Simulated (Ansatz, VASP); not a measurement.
# MgO (MgO (Fm-3m)): VASP beside Ansatz

One calculation is typed for both programs; each brings its own data sets. How far apart do they land? The cell is taken from a series of runs on this material, whose earlier steps may have relaxed, scaled, displaced or heated it; both programs get it as it stands.

Main program and level: Ansatz 0.2.0; plane waves, with VASP 6.6.1 beside it; single point at PBE0 form with 40 % exact exchange with an exact-exchange share of 0.4.

### 1. The starting structure

The structure is cubic, space group Fm-3m (No. 225). Conventional cell: a = 4.215 Å, b = 4.215 Å, c = 4.215 Å, α = 90.00°, β = 90.00°, γ = 90.00°. Mg has 6 O at 2.11 Å nearest. Nearest to O lie 6 Mg at 2.11 Å. Farther neighbours and most contacts between anions are not listed.

Structure file:

```xyz
2
Lattice="0.0000 2.1074 2.1074 2.1074 0.0000 2.1074 2.1074 2.1074 0.0000" Properties=species:S:1:pos:R:3 pbc="T T T"
Mg    0.0000    0.0000    0.0000
O     2.1074    2.1074    2.1074
```

### 2. VASP: single point, PBE0 form with 40 % exact exchange with an exact-exchange share of 0.4

With cell and atoms fixed, the geometry can't cause a difference; cores, projectors, grids and the points listed under the comparison can.

Lines of VASP's logs that name or quote its potential files are left out, and so is its time.

The run reads the wave functions of an earlier VASP run, which isn't shown here.

Input file INCAR:

```
SYSTEM = MgO
PREC = Accurate
ENCUT = 520
EDIFF = 1E-06
NELM = 100
ISMEAR = 0
SIGMA = 0.01
LREAL = .FALSE.
ALGO = Normal
LHFCALC = .TRUE.
AEXX = 0.4
GGA = PE
LASPH = .TRUE.
NBANDS = 10
PRECFOCK = Fast
LORBIT = 11
LWAVE = .FALSE.
LCHARG = .FALSE.
ISIF = 2
```

Input file POSCAR:

```
MgO
1.0
    0.0000000000      2.1074328500      2.1074328500
    2.1074328500      0.0000000000      2.1074328500
    2.1074328500      2.1074328500      0.0000000000
Mg O
1 1
Direct
    0.0000000000      0.0000000000      0.0000000000
    0.5000000000      0.5000000000      0.5000000000
```

Input file KPOINTS:

```
Automatic mesh
0
Gamma
3 3 4
0 0 0
```

Potentials, in the order of the species: Mg and O (PBE family, release 64).

Launch:

```
$ export OMP_NUM_THREADS=3
$ mpirun -np 1 vasp_std
```

Numbers of over 12 decimals in the logs are rounded to 6 here.

The log of the run:

```text
[banner, memory and clock lines left out]
running    1 mpi-ranks, on    1 nodes
 distrk:  each k-point on    1 cores,    1 groups
 distr:  one band on    1 cores,    1 groups
 Offloading initialized ...    1 GPUs detected
 POSCAR found type information on POSCAR MgO
 POSCAR found :  2 types and       2 ions
 LDA part: xc-table for (Slater+PW92), standard interpolation
|                                                                             |
|           W    W    AA    RRRRR   N    N  II  N    N   GGGG   !!!           |
|           W    W   A  A   R    R  NN   N  II  NN   N  G    G  !!!           |
|           W    W  A    A  R    R  N N  N  II  N N  N  G       !!!           |
|           W WW W  AAAAAA  RRRRR   N  N N  II  N  N N  G  GGG   !            |
|           WW  WW  A    A  R   R   N   NN  II  N   NN  G    G                |
|           W    W  A    A  R    R  N    N  II  N    N   GGGG   !!!           |
|                                                                             |
|     Your reciprocal lattice and k-lattice belong to different lattice       |
|     classes:                                                                |
|                                                                             |
|        The reciprocal lattice is body-centered cubic,                       |
|        whereas your k-lattice is base-centered monoclinic.                  |
|                                                                             |
|     Results are often still useful ...                                      |
|                                                                             |

 found WAVECAR, reading the header
 POSCAR, INCAR and KPOINTS ok, starting setup
 FFT: planning ... GRIDC
 FFT: planning ... GRID_SOFT
 FFT: planning ... GRID
 reading WAVECAR
 the WAVECAR file was read successfully
 initial charge from wavefunction
 entering main loop
       N       E                     dE             d eps       ncg     rms          rms(c)
DAV:   1    -0.165702918950E+02   -0.16570E+02   -0.72910E-01   280   0.637E+00    0.411E-01
DAV:   2    -0.165790483960E+02   -0.87565E-02   -0.13968E-02   294   0.819E-01    0.303E-01
DAV:   3    -0.165776953281E+02    0.13531E-02   -0.85724E-04   294   0.216E-01    0.192E-01
DAV:   4    -0.165772363345E+02    0.45899E-03   -0.39645E-04   294   0.132E-01    0.122E-01
DAV:   5    -0.165770854901E+02    0.15084E-03   -0.73528E-05   288   0.827E-02    0.726E-02
DAV:   6    -0.165770303067E+02    0.55183E-04   -0.25062E-05   284   0.607E-02    0.401E-02
DAV:   7    -0.165770129973E+02    0.17309E-04   -0.91684E-06   282   0.357E-02    0.219E-02
DAV:   8    -0.165770072460E+02    0.57512E-05   -0.24006E-06   284   0.176E-02    0.126E-02
DAV:   9    -0.165770052924E+02    0.19537E-05   -0.97857E-07   140   0.963E-03    0.748E-03
DAV:  10    -0.165770046647E+02    0.62768E-06   -0.40265E-07   140   0.669E-03
   1 F= -.16577005E+02 E0= -.16577005E+02  d E =-.407144E-27
```

OUTCAR, selected parts (step 2):

```text
ion  position               nearest neighbor table
   1  0.000  0.000  0.000-   2 2.11   2 2.11   2 2.11   2 2.11   2 2.11   2 2.11
   2  0.500  0.500  0.500-   1 2.11   1 2.11   1 2.11   1 2.11   1 2.11   1 2.11

  LATTYP: Found a face centered cubic cell.
 ALAT       =     4.2148657000

 Subroutine GETGRP returns: Found 48 space group operations
 (whereof 48 operations were pure point group operations)

The static configuration has the point symmetry O_h .

 Found     14 irreducible k-points:

   k-points           NKPTS =     14   k-points in BZ     NKDIM =     36   number of bands    NBANDS=     10

   dimension x,y,z NGX =    24 NGY =   24 NGZ =   24
   dimension x,y,z NGXF=    48 NGYF=   48 NGZF=   48

   ENCUT  =  520.0 eV  38.22 Ry    6.18 a.u.   5.54  5.54  5.54*2*pi/ulx,y,z

   NELECT =       8.0000    total number of electrons

 k-points in reciprocal lattice and weights: Automatic mesh
   0.00000000  0.00000000  0.00000000       0.028
   0.33333333  0.00000000  0.00000000       0.111
   0.33333333  0.33333333  0.00000000       0.056
  -0.33333333  0.33333333  0.00000000       0.056
   0.00000000  0.00000000  0.25000000       0.056
   0.33333333  0.00000000  0.25000000       0.111
  -0.33333333  0.00000000  0.25000000       0.111
   0.33333333  0.33333333  0.25000000       0.056
  -0.33333333  0.33333333  0.25000000       0.111
[...]
0.33333333  0.33333333  0.50000000       0.056
  -0.33333333  0.33333333  0.50000000       0.056

  exchange ACFDT corr.  =         0.00000000  see jH, gK, PRB 81, 115126

 average (electrostatic) potential at core
       1 -27.6053       2 -59.0331

 E-fermi :   0.5797

 k-point     1 :       0.0000    0.0000    0.0000
  band No.  band energies     occupation
      1     -19.2284      2.00000
      2       0.4626      2.00000
      3       0.4632      2.00000
      4       0.5060      2.00000
      5       9.3148      0.00000
      6      20.7293      0.00000
      7      20.7299      0.00000
      8      20.7302      0.00000
      9      24.5834      0.00000
    ...

 k-point     2 :       0.3333    0.0000    0.0000
  band No.  band energies     occupation
      1     -18.2377      2.00000
      2      -3.5316      2.00000
      3      -0.0924      2.00000
      4      -0.0645      2.00000
      5      12.3619      0.00000
      6      17.4391      0.00000
      7      21.5842      0.00000
      8      21.5930      0.00000
      9      26.1831      0.00000
    ...

 k-point     3 :       0.3333    0.3333    0.0000
  band No.  band energies     occupation
      1     -17.9940      2.00000
      2      -3.2901      2.00000
      3      -0.7273      2.00000
      4      -0.6989      2.00000
      5      14.2101      0.00000
      6      14.6559      0.00000
      7      18.9607      0.00000
      8      23.6390      0.00000
      9      23.6403      0.00000
    ...

  Total       -0.5947102     -0.5947102     -0.5947102     -0.0000000     -0.0000000      0.0000000
  in kB      -50.9008155    -50.9008155    -50.9008155     -0.0000000     -0.0000000      0.0000000
  external PRESSURE =     -50.9008155 kB  Pullay stress =       0.0000000 kB

  energy-cutoff  :      520.00
  volume of cell :       18.72
      direct lattice vectors                 reciprocal lattice vectors
     0.000000000  2.107432850  2.107432850    -0.237255484  0.237255484  0.237255484
     2.107432850  0.000000000  2.107432850     0.237255484 -0.237255484  0.237255484
     2.107432850  2.107432850  0.000000000     0.237255484  0.237255484 -0.237255484

 POSITION                                       TOTAL-FORCE (eV/Angst)
 -----------------------------------------------------------------------------------
      0.00000      0.00000      0.00000         0.000000      0.000000      0.000000
      2.10743      2.10743      2.10743         0.000000     -0.000000      0.000000
 -----------------------------------------------------------------------------------
    total drift:                               -0.000000      0.000000     -0.000000

  FREE ENERGIE OF THE ION-ELECTRON SYSTEM (eV)
  ---------------------------------------------------
  free  energy   TOTEN  =       -16.5770046647 eV

  energy  without entropy=      -16.5770046647  energy(sigma->0) =      -16.57700466

 total charge
# of ion       s       p       d       tot
------------------------------------------
    1        0.140   0.176   0.076   0.392
    2        1.548   3.604   0.000   5.151
--------------------------------------------------
tot          1.688   3.779   0.076   5.543

[... 3 further parts left out ...]
```

The run ends at a pressure of -5.09 GPa.

(Part 1 of 2 ends here.)

[Lines on the potential files, build, host, timing and source positions are cut from VASP's logs without a mark.]

[Logs are printed without paths, hosts, clocks, repeated set-up lines and the standing remarks that a program may print on its own settings, such as how far it seeks lower states.]

[Hosts, paths, dates, database ids (printed as entryN), source tags and the programs' standing remarks are cut or masked in the printed files.]
